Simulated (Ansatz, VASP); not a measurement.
**GaW3N (W3GaN antiperovskite): VASP beside Ansatz**

One calculation is typed for both programs; each brings its own data sets. How far apart do they land? The cell is generated by rule, not measured, and may not be a known phase. The cell is taken from a series of runs on this material, whose earlier steps may have relaxed, scaled, displaced or heated it; both programs get it as it stands.

Calculated with Ansatz 0.2.0; plane waves, with VASP 6.6.1 beside it; single point at PBE.

The structure was built from a prototype and need not be the compound's stable phase.

### 1. Starting point

The structure is cubic, space group Pm-3m (No. 221). Conventional cell: a = 4.139 Å, b = 4.139 Å, c = 4.139 Å, α = 90.00°, β = 90.00°, γ = 90.00°. Ga has 12 W at 2.93 Å nearest. Nearest to W lie 2 N at 2.07 Å. Nearest to N lie 6 W at 2.07 Å. Farther neighbours and most contacts between anions are not listed.

Coordinates:

```cif
data_structure
_symmetry_space_group_name_H-M 'Pm-3m'
_symmetry_Int_Tables_number 221
_cell_length_a 4.1395
_cell_length_b 4.1395
_cell_length_c 4.1395
_cell_angle_alpha 90.000
_cell_angle_beta 90.000
_cell_angle_gamma 90.000
_cell_volume 70.93
loop_
_atom_site_label
_atom_site_type_symbol
_atom_site_symmetry_multiplicity
_atom_site_Wyckoff_symbol
_atom_site_fract_x
_atom_site_fract_y
_atom_site_fract_z
_atom_site_occupancy
Ga1 Ga 1 a 0.00000 0.00000 0.00000 1
W1 W 3 c 0.50000 0.50000 0.00000 1
N1 N 1 b 0.50000 0.50000 0.50000 1
```

### 2. Ansatz: single point, PBE

Ansatz runs on its default PAW (the set named soft_2) files.

A single point gives forces, pressure and levels at one fixed geometry, so differences don't come from the geometry; what else differs is listed under the comparison.

Contents of input.yaml:

```yaml
crystal:
  lattice:
    - [4.13949, 0.0, 0.0]
    - [0.0, 4.13949, 0.0]
    - [0.0, 0.0, 4.13949]
  atoms:
    - { symbol: Ga, position: [0.0, 0.0, 0.0] }
    - { symbol: W, position: [0.5, 0.5, 0.0] }
    - { symbol: W, position: [0.5, 0.0, 0.5] }
    - { symbol: W, position: [0.0, 0.5, 0.5] }
    - { symbol: "N", position: [0.5, 0.5, 0.5] }
kpoints:
  mp_grid: { grid: [4, 4, 4] }
hamiltonian:
  xc: pbe
scf:
  occupations: { method: gaussian, width: 0.1 }
output:
  forces: true
  stress: true
  eigenvalues: true
```

On the command line:

```sh
$ ansatz run input.yaml --threads 4 --pin off --max-ram 16384MiB --backend cpu --events-out ev --progress --plain --runs-dir out
```

Numbers of over 12 decimals in the logs are rounded to 6 here.

What it wrote:

```text
Engine: ansatz 0.2.0, aarch64-unknown-linux-gnu
Pseudopotentials: kind: paw
Pseudopotential: Ga, paw, valence charge 13, recommended cutoff 420 eV (normal), Ga.paw.azcp
Pseudopotential: W, paw, valence charge 14, recommended cutoff 420 eV (normal), W.paw.azcp
Pseudopotential: N, paw, valence charge 5, recommended cutoff 420 eV (normal), N.paw.azcp
Functional definition: PBE
  parameter kappa = 0.804
  parameter beta = 0.066725
  exchange = pbe_x(kappa = kappa, mu = beta*pi^2/3)
  correlation = pbe_c(beta = beta)
Crystal: 5 atoms, lattice volume = 70.932 Å³
Basis set: ecut = 420 eV, 1357 PW (Γ), exchange–correlation on 60×60×60 points (8 copies of the dense FFT grid, shifted against one another)
Bands: 36, of which v1, the nominal top of the filled ones, is band 30 counted from 1 (29 counted from 0)
Symmetry: 48 space group operations
Space group: Pm-3m (ITA 221), of the structure as read, at distance tolerance 4.1e-5 Å
k-points: 10 of 64
Non-local potential: Ga, projectors of the file, l = 0: 2, l = 1: 2, l = 2: 3, l = 3: 1
Non-local potential: W, projectors of the file, l = 0: 3, l = 1: 2, l = 2: 2, l = 3: 1
Non-local potential: N, projectors of the file, l = 0: 2, l = 1: 2, l = 2: 1
PAW form: soft (Blöchl's): semilocal exchange-correlation on the pseudo side does not see the compensation charge
PAW one-centre angular grid: Ga, 590 points (default); XC on 64 Gauss nodes
PAW one-centre angular grid: W, 590 points (default); XC on 64 Gauss nodes
PAW one-centre angular grid: N, 110 points (default); XC on 64 Gauss nodes
Initial density: superposition of atomic densities (neutral atoms: chi_scale 0, normalization atom), corrected by the library's trained network
Initial wavefunctions: pseudopotential atomic-orbital guess
Functional: x = pbe(κ = 0.804, μ = 0.219515), c = pbe(β = 0.066725)
SCF iter   1: F=—  HF=-35320.946548 eV  |F-HF|=—  |Δ(HF+E_count)|=         —  Δρ=1.10e-2  dr2=1.10e-1  ethr=1.77e-3  ⟨swp⟩=5.2  Hψ=1421  notcnv=0
preconditioner: auto → Resta (q_TF=auto, 2.653 Å⁻¹)  ε∞=8.2  [insulator: Δε(μ)=0.171 eV  Ē_g=9.839 eV  σ=0.100 eV  W_gap=0.77  n_scr=26 (ndim 8)  ℏωp=26.5 eV  f_vac=0.000  D(μ)=1.69/eV (n_scr^D=6)  ε∞_Penn≈8.2]
SCF iter   2: F=—  HF=-35320.918109 eV  |F-HF|=—  |Δ(HF+E_count)|=   2.84e-2  Δρ=5.61e-3  dr2=2.71e-2  ethr=1.84e-4  ⟨swp⟩=1.1  Hψ=442  notcnv=0
SCF iter   3: F=—  HF=-35320.908857 eV  |F-HF|=—  |Δ(HF+E_count)|=   9.25e-3  Δρ=1.41e-3  dr2=1.48e-3  ethr=4.52e-5  ⟨swp⟩=2.0  Hψ=515  notcnv=0
SCF iter   4: F=—  HF=-35320.907962 eV  |F-HF|=—  |Δ(HF+E_count)|=   8.95e-4  Δρ=6.11e-4  dr2=1.68e-4  ethr=2.47e-6  ⟨swp⟩=2.0  Hψ=510  notcnv=0
automatic band count: iteration 4 solves 35 bands in place of 36: the levels show a gap, and the empty bands left out lie too high to hold charge; the band table lists the bands solved (type scf.n_extra_bands for more)
SCF iter   5: F=—  HF=-35320.907888 eV  |F-HF|=—  |Δ(HF+E_count)|=   7.47e-5  Δρ=1.87e-4  dr2=1.67e-5  ethr=2.80e-7  ⟨swp⟩=2.3  Hψ=530  notcnv=0
SCF iter   6: F=—  HF=-35320.908052 eV  |F-HF|=—  |Δ(HF+E_count)|=   1.65e-4  Δρ=3.00e-5  dr2=4.18e-7  ethr=2.78e-8  ⟨swp⟩=2.5  Hψ=574  notcnv=0
SCF iter   7: F=-35320.908052 eV  HF=-35320.908052 eV  |F-HF|=1.24e-9  |Δ(HF+E_count)|=   2.00e-9  Δρ=4.72e-6  dr2=1.26e-8  ethr=1.67e-10  ⟨swp⟩=6.6  Hψ=1347  notcnv=0
SCF 1 converged in 7 iterations: F = -35320.908052 eV  dr2 = 1.26e-8
  greatest PAW one-centre occupation: 1.000 electrons in one spin orbital (limit 2), on the W atom at site 2 (counted from 0), in its partial waves of l = 0
SCF converged after 7 iterations
Free energy (F): -35320.908052 eV
Harris-Foulkes:  -35320.908052 eV  (|F-HF|=1.24e-9)
Internal energy: -35320.898297 eV  (E = F + TS)
E sigma→0 (E₀):  -35320.903175 eV
Entropy (-TS):   -0.009756 eV (-1.951 meV/atom)
Fermi energy:    18.991513 eV
--- Per-component energies (eV) ---
  E_band       = -280.297614
  E_kinetic    = 1600.901494
  E_local      = -3808.677217  (includes V_loc(G=0)·N_el)
  E_nonlocal   = 474.051603
  E_hartree    = 1556.382890
  E_xc         = -928.968469
  E_vxc        = -849.791330  (∫ρ·V_xc dr)
  E_paw        = -27806.184988  (= ΣΔE_a)
  E_vpaw       = -809.545871  (= ΣTr[D̂ρ^β])
  E_aug_tail   = -0.000261  (compensation charges beyond the density's cutoff)
  E_ewald      = -6408.403348
  E_smearing   = -0.009756  (= −TS)
  E_closure    = 0.000000  (closes the sum)
  Σ components = -35320.908052   (vs F -35320.908052, Δ=0.00e0)
--- Forces (eV/Å), atoms counted from 1 ---
  atom   1  Ga    -0.00000000     0.00000000    -0.00000000
  atom   2  W      0.00000000    -0.00000000    -0.00000000
  atom   3  W      0.00000000    -0.00000000    -0.00000000
  atom   4  W      0.00000000     0.00000000    -0.00000000
  atom   5  N      0.00000000    -0.00000000     0.00000000
  max |Σ_I F_I| component: 9.43e-29 eV/Å
--- Stress (GPa, compression-positive) ---
       -4.015956       0.000000       0.000000
        0.000000      -4.015956       0.000000
        0.000000       0.000000      -4.015956
  P = ⅓ Tr σ = -4.0160 GPa (-40.160 kbar)
--- Band table (eV; the first three rows and the last of 10) ---
  k-point 0: bands = [... 26 lower, 15.1374, 19.5547, 19.5547, 19.5547, 19.8005, 19.8005, 19.8005, 20.5850, ... 1 higher]
  k-point 1: bands = [... 26 lower, 15.8531, 18.2003, 18.7404, 18.7404, 19.0680, 20.5912, 21.2844, 21.2845, ... 1 higher]
  k-point 2: bands = [... 26 lower, 17.0819, 18.1019, 18.5716, 19.3524, 19.3524, 19.7255, 20.4656, 20.4656, ... 1 higher]
  k-point 9: bands = [... 26 lower, 16.9503, 16.9503, 17.6077, 17.6077, 17.6077, 20.4746, 20.4746, 22.2551, ... 1 higher]
```

The run ends at a pressure of -4.02 GPa.

### 3. VASP: single point, PBE

The same cell, functional, mesh and smearing now go to VASP, with its own data sets.

Lines of VASP's logs that name or quote its potential files are left out, and so is its time.

Contents of INCAR:

```
SYSTEM = GaW3N
PREC = Accurate
ENCUT = 600
EDIFF = 1E-06
NELM = 120
ISMEAR = 0
SIGMA = 0.1
LREAL = .FALSE.
ALGO = Normal
GGA = PE
NBANDS = 24
LASPH = .TRUE.
LORBIT = 11
LWAVE = .FALSE.
LCHARG = .FALSE.
ISIF = 2
GGA_COMPAT = .FALSE.
KPAR = 2
```

Contents of POSCAR:

```
GaW3N
1.0
    4.1394900000      0.0000000000      0.0000000000
    0.0000000000      4.1394900000      0.0000000000
    0.0000000000      0.0000000000      4.1394900000
Ga W N
1 3 1
Direct
    0.0000000000      0.0000000000      0.0000000000
    0.5000000000      0.5000000000      0.0000000000
    0.5000000000      0.0000000000      0.5000000000
    0.0000000000      0.5000000000      0.5000000000
    0.5000000000      0.5000000000      0.5000000000
```

Contents of KPOINTS:

```
Automatic mesh
0
Gamma
4 4 4
0 0 0
```

PAW data sets: Ga_d, W and N (PBE family, release 64).

On the command line:

```sh
$ mpirun -np 2 vasp_std
```

What it wrote:

```text
[banner, memory and clock lines left out]
running    2 mpi-ranks, on    1 nodes
 distrk:  each k-point on    1 cores,    2 groups
 distr:  one band on    1 cores,    1 groups

 POSCAR found type information on POSCAR GaW N
 POSCAR found :  3 types and       5 ions
 LDA part: xc-table for (Slater+PW92), standard interpolation
 POSCAR, INCAR and KPOINTS ok, starting setup
 FFT: planning ... GRIDC
 FFT: planning ... GRID_SOFT
 FFT: planning ... GRID
 WAVECAR not read
 entering main loop
       N       E                     dE             d eps       ncg     rms          rms(c)
DAV:   1     0.283652411614E+03    0.28365E+03   -0.18416E+04   512   0.220E+03
DAV:   2    -0.723464119079E+01   -0.29089E+03   -0.27919E+03   504   0.562E+02
DAV:   3    -0.515398211496E+02   -0.44305E+02   -0.42739E+02   624   0.153E+02
DAV:   4    -0.541894680254E+02   -0.26496E+01   -0.26266E+01   712   0.387E+01
DAV:   5    -0.542695393768E+02   -0.80071E-01   -0.80028E-01   624   0.570E+00    0.428E+01
DAV:   6    -0.500570881498E+02    0.42125E+01   -0.20124E+01   640   0.225E+01    0.183E+01
DAV:   7    -0.497719546961E+02    0.28513E+00   -0.12953E+00   648   0.913E+00    0.797E+00
DAV:   8    -0.497180922321E+02    0.53862E-01   -0.24802E-01   648   0.286E+00    0.586E-01
DAV:   9    -0.497117502626E+02    0.63420E-02   -0.30957E-02   648   0.124E+00    0.279E-01
DAV:  10    -0.497115516535E+02    0.19861E-03   -0.43838E-03   664   0.488E-01    0.800E-02
DAV:  11    -0.497115707050E+02   -0.19051E-04   -0.27248E-04   664   0.128E-01    0.310E-02
DAV:  12    -0.497115693752E+02    0.13297E-05   -0.29701E-05   672   0.460E-02    0.552E-03
DAV:  13    -0.497115695552E+02   -0.17996E-06   -0.21375E-06   600   0.108E-02
   1 F= -.49711570E+02 E0= -.49706270E+02  d E =-.106000E-01
```

From OUTCAR (step 3):

```text
ion  position               nearest neighbor table
   1  0.000  0.000  0.000-   2 2.93   3 2.93   4 2.93   3 2.93   4 2.93   2 2.93   4 2.93   4 2.93
                             2 2.93   3 2.93   3 2.93   2 2.93
   2  0.500  0.500  0.000-   5 2.07   5 2.07   4 2.93   1 2.93   3 2.93   4 2.93   3 2.93   1 2.93
                             3 2.93   3 2.93   1 2.93   4 2.93   4 2.93   1 2.93
   3  0.500  0.000  0.500-   5 2.07   5 2.07   4 2.93   1 2.93   1 2.93   2 2.93   2 2.93   4 2.93
                             2 2.93   2 2.93   1 2.93   4 2.93   1 2.93   4 2.93
   4  0.000  0.500  0.500-   5 2.07   5 2.07   3 2.93   1 2.93   1 2.93   2 2.93   1 2.93   3 2.93
                             1 2.93   2 2.93   3 2.93   2 2.93   2 2.93   3 2.93
   5  0.500  0.500  0.500-   2 2.07   3 2.07   4 2.07   2 2.07   3 2.07   4 2.07

  LATTYP: Found a simple cubic cell.
 ALAT       =     4.1394900000

 Subroutine GETGRP returns: Found 48 space group operations
 (whereof 48 operations were pure point group operations)

The static configuration has the point symmetry O_h .

 Found     10 irreducible k-points:

   k-points           NKPTS =     10   k-points in BZ     NKDIM =     10   number of bands    NBANDS=     24

   dimension x,y,z NGX =    36 NGY =   36 NGZ =   36
   dimension x,y,z NGXF=    72 NGYF=   72 NGZF=   72

   ENCUT  =  600.0 eV  44.10 Ry    6.64 a.u.   8.27  8.27  8.27*2*pi/ulx,y,z

   NELECT =      36.0000    total number of electrons

 k-points in reciprocal lattice and weights: Automatic mesh
   0.00000000  0.00000000  0.00000000       0.016
   0.25000000  0.00000000  0.00000000       0.094
   0.50000000  0.00000000  0.00000000       0.047
   0.25000000  0.25000000  0.00000000       0.188
   0.50000000  0.25000000  0.00000000       0.188
   0.50000000  0.50000000  0.00000000       0.047
   0.25000000  0.25000000  0.25000000       0.125
   0.50000000  0.25000000  0.25000000       0.188
   0.50000000  0.50000000  0.25000000       0.094
   0.50000000  0.50000000  0.50000000       0.016

 average (electrostatic) potential at core
       1 -62.6442       2 -38.3972       3 -38.3972       4 -38.3972       5 -63.0182

 E-fermi :   7.6200

 k-point     1 :       0.0000    0.0000    0.0000
  band No.  band energies     occupation
    ...
     11       3.4406      2.00000
     12       3.4406      2.00000
     13       3.4406      2.00000
     14       3.7799      2.00000
     15       3.7799      2.00000
     16       8.1661      0.00000
     17       8.1661      0.00000
     18       8.1661      0.00000
     19       8.4947      0.00000
     20       8.4947      0.00000
    ...

 k-point     2 :       0.2500    0.0000    0.0000
  band No.  band energies     occupation
    ...
     14       4.0202      2.00000
     15       4.4922      2.00000
     16       6.8461      2.00000
     17       7.3857      1.99908
     18       7.3857      1.99908
     19       7.6883      0.33370
     20       9.1911      0.00000
     21       9.9313      0.00000
     22       9.9314      0.00000
     23      10.3049      0.00000
    ...

 k-point     3 :       0.5000    0.0000    0.0000
  band No.  band energies     occupation
    ...
     13       4.1518      2.00000
     14       4.1518      2.00000
     15       5.7153      2.00000
     16       6.7306      2.00000
     17       7.1984      2.00000
     18       7.9777      0.00000
     19       7.9777      0.00000
     20       8.3498      0.00000
     21       9.1238      0.00000
     22       9.1238      0.00000
    ...

  Total       -2.1248605     -2.1248605     -2.1248605     -0.0000000     -0.0000000      0.0000000
  in kB      -47.9954978    -47.9954978    -47.9954978     -0.0000000     -0.0000000      0.0000000
  external PRESSURE =     -47.9954978 kB  Pullay stress =       0.0000000 kB

  energy-cutoff  :      600.00
  volume of cell :       70.93
      direct lattice vectors                 reciprocal lattice vectors
     4.139490000  0.000000000  0.000000000     0.241575653  0.000000000  0.000000000
     0.000000000  4.139490000  0.000000000     0.000000000  0.241575653  0.000000000
     0.000000000  0.000000000  4.139490000     0.000000000  0.000000000  0.241575653

 POSITION                                       TOTAL-FORCE (eV/Angst)
 -----------------------------------------------------------------------------------
      0.00000      0.00000      0.00000         0.000000      0.000000      0.000000
      2.06975      2.06975      0.00000         0.000000      0.000000      0.000000
      2.06975      0.00000      2.06975         0.000000      0.000000      0.000000
      0.00000      2.06975      2.06975         0.000000      0.000000      0.000000
      2.06975      2.06975      2.06975         0.000000      0.000000      0.000000
 -----------------------------------------------------------------------------------
    total drift:                                0.000000      0.000000      0.000000

  FREE ENERGIE OF THE ION-ELECTRON SYSTEM (eV)
  ---------------------------------------------------
  free  energy   TOTEN  =       -49.7115695552 eV

  energy  without entropy=      -49.7009695940  energy(sigma->0) =      -49.70626957

 total charge
# of ion       s       p       d       tot
------------------------------------------
    1        0.809   0.817  10.003  11.628
    2        0.570   0.625   4.226   5.421
    3        0.570   0.625   4.226   5.421
    4        0.570   0.625   4.226   5.421
    5        1.236   2.603   0.000   3.839
--------------------------------------------------
tot          3.754   5.294  22.680  31.728

[... 3 further parts left out ...]
```

This run has no spin polarisation, so a moment on W, if there is one, isn't seen.

### 4. Differences

Known differences besides the potentials themselves: the data sets hold 60 valence electrons in Ansatz (on its default PAW (the set named soft_2) files) and 36 in VASP; the cutoff is 420 eV in Ansatz and 600 eV in VASP. Total energies have different zeros and are not compared.

The two programs side by side:

| quantity | Ansatz | VASP | difference |
| --- | --- | --- | --- |
| pressure (GPa) | -4.02 | -4.80 | +0.78 |

### 5. What came out

| Item | Value |
| --- | --- |
| difference in pressure (single point, PBE) | 0.78 GPa |

What this shows: The difference in pressure is 0.78 GPa (single point, PBE), within the 1 GPa picked in this series as the mark of a large difference. The data sets hold unlike numbers of valence electrons (60 in Ansatz and 36 in VASP), so part of the differences comes from the potentials. Such differences can come from data sets, numerical settings and the points named under the comparisons, not from the functional's error against experiment.

[Lines on the potential files, build, host, timing and source positions are cut from VASP's logs without a mark.]

[Logs are printed without paths, hosts, clocks, repeated set-up lines and the standing remarks that a program may print on its own settings, such as how far it seeks lower states.]

[Hosts, paths, dates, database ids (printed as entryN), source tags and the programs' standing remarks are cut or masked in the printed files.]
